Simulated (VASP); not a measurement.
Input of a VASP 6.6.1 run:

Contents of INCAR:

```
SYSTEM = CuSe
ALGO = Normal ; EDIFF = 1E-6
ENCUT = 520 ; GGA = PS
ISIF = 2 ; ISMEAR = 0
ISPIN = 2 ; LASPH = .TRUE.
LCHARG = .TRUE. ; LELF = .TRUE.
LMAXMIX = 4 ; LORBIT = 11
LREAL = .FALSE. ; LVHAR = .TRUE.
LWAVE = .FALSE. ; MAGMOM = 0.05 0.05 0 0
NBANDS = 29 ; NELM = 150
PREC = Accurate ; SIGMA = 0.05
```

File KPOINTS:

```
k-points
0
G
  10 10 6
  0 0 0
```

The input POSCAR:

```
CuSe
1.0
    3.7885697671      0.0000000000      0.0000000000
   -1.8942848835      3.2809976623      0.0000000000
    0.0000000000      0.0000000000      5.1325926622
Cu Se
2 2
Direct
    0.0000000000      0.0000000000      0.0000000000
    0.0000000000      0.0000000000      0.5000000000
    0.3333333333      0.6666666667      0.2500000000
    0.6666666667      0.3333333333      0.7500000000
```

Potentials or basis: VASP PAW PBE potentials, release 64 (Cu, Se).

Command:

```sh
$ cat potpaw_PBE.64/Cu/POTCAR potpaw_PBE.64/Se/POTCAR > POTCAR
$ mpirun -np 1 vasp_std > vasp.out
```

Problem. Predict the net moment.

Solution. 0.00 μB per cell.

Problem. What does it give for the pressure?

Solution. 2.4 GPa.

Caveat: the PAW data sets were made with another functional, which shifts forces and pressure a little.
